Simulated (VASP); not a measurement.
Consider the following.

```
Ni3Si
1.0
    3.66010     0.00000     0.00000
    0.00000     3.66010     0.00000
    0.00000     0.00000     3.66010
Si Ni
1 3
Direct
  0.00000   0.00000   0.00000
  0.00000   0.50000   0.50000
  0.50000   0.00000   0.50000
  0.50000   0.50000   0.00000
```

All values below come from vdW-DF2, VASP's PBE PAW potentials (set 64) (plane waves; VASP 6.6.1). Numerical set-up: 520 eV cut-off, 9×9×9 Γ-centred mesh, first-order Methfessel-Paxton smearing of 0.10 eV, potentials Si Ni.

Task: What does the run give for the energy per atom (σ→0), pressure, band gap (on the k-mesh) with the smallest direct gap where there is one?

Result: 
```json
{
 "band gap (on the k-mesh)": "none (metal, semimetal or under 0.01 eV)",
 "energy per atom (σ→0)": "-2.743 eV/atom",
 "pressure": "-85.4 kbar"
}
```

Total energies compare only between runs with the same potentials, cut-off and functional.

The compound is Ni3Si in the L1_2 structure. This cell is one point of a volume scan, at 1.06 of the reference volume. The run is not spin-polarised, so no magnetic state was tried.
